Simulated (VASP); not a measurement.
Energy against volume of NiAl (CsCl type). Method: MS2 meta-GGA, VASP's PBE PAW potentials (set 64) (plane waves; VASP 6.6.1). Settings: 520 eV cut-off, 13×13×13 Γ-centred mesh, first-order Methfessel-Paxton smearing of 0.10 eV, potentials Al Ni.

```json
[
 {"V (Å³/atom)": "11.011", "E (eV/atom)": "-8.33323"},
 {"V (Å³/atom)": "11.362", "E (eV/atom)": "-8.35032"},
 {"V (Å³/atom)": "11.713", "E (eV/atom)": "-8.35433"},
 {"V (Å³/atom)": "12.065", "E (eV/atom)": "-8.34718"}
]
```

Fit these four points and predict the energy of the run at 12.416 Å³/atom.

A cubic in V^(−2/3), the third-order Birch-Murnaghan form, passes through the four points with V0 = 11.66 Å³/atom and B0 = 173 GPa, and gives -8.3306 eV/atom there. The run gave -8.3304 eV/atom, +0.2 meV/atom from the fit; all five points give B0 = 173 GPa.

The compound is NiAl in the CsCl type structure. It was relaxed first. The run is not spin-polarised, so no magnetic state was tried.
